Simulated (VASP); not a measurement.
PbS: band gap against strain

PbS (rock salt, Fm-3m, 26.627 Å³/atom and stress up to 0.05 GPa in the relaxed cell, cube axes along x, y and z) under an equal strain ε along all three axes. r2SCAN in VASP (plane waves, PAW), 480 eV, 10×10×10 Γ-centred mesh, Gaussian smearing 0.05 eV; ions are relaxed, or left where forces stay under 0.02 eV/Å, within the symmetry of each cell. Gaps are the smallest on the run's k-mesh, which can miss an edge that lies off it, without spin-orbit coupling; in all rows the valence edge lies at about 0.9 Å⁻¹ from Γ and the conduction edge at about 0.9 Å⁻¹ from Γ.

Here s stands for strain and Eg for gap.

| strain (%) | gap (eV) |
|---|---|
| -1.50 | 0.52 |
| -1.00 | 0.58 |
| -0.50 | 0.64 |
| 0.00 | 0.70 |
| 0.50 | 0.75 |
| 1.00 | 0.80 |
| 1.50 | 0.85 |
| 3.00 | ? |

Q: Fit Eg against s with a straight line, and predict the withheld value at s = 3.00.

A: Means: s 0, Eg 0.691. About the means, the sum of products is 0.77000 and the sum of squares of s is 7.0000; the slope is their ratio. Least squares gives Eg = 0.691 + 0.1100·s. Residuals (row less fit): -0.006, -0.001, 0.004, 0.009, 0.004, -0.001, -0.006; standard error 0.006 (degrees of freedom: 5). Over these rows the gap moves by 11.0 ± 0.2 eV per unit strain, or 3.7 eV per unit of ln V. At the withheld row, Eg = 0.691 + 0.1100 × 3.0 = 1.021 eV. The calculation gives 0.98 eV, 0.041 eV below the prediction (8.9 % of the range of Eg in the table). The row lies outside the fitted rows, so this is an extrapolation. From the scatter of the fitted rows alone, a prediction at this place has a standard error of 0.010 eV, so the miss is 4.1 times that.

A polynomial of degree 2 through the 12 other runs of the series gives 0.97 there, so most of the miss is curvature that the fit leaves out. With Pb, Bi, Tl or Hg spin-orbit coupling changes such a gap by tenths of an eV. Other structures, which can take over under pressure, weren't tried. Spin-orbit coupling is left out, which can shift this property for PbS. Rows are the converged runs of the series near zero and its far end; series whose fitted rows scatter by over a few per cent of the range, as at a crossing or softening among them, aren't shown in this form, nor equations of state whose B0' disagrees with the runs' pressures. Most that stay on the fit to the last digits aren't either.
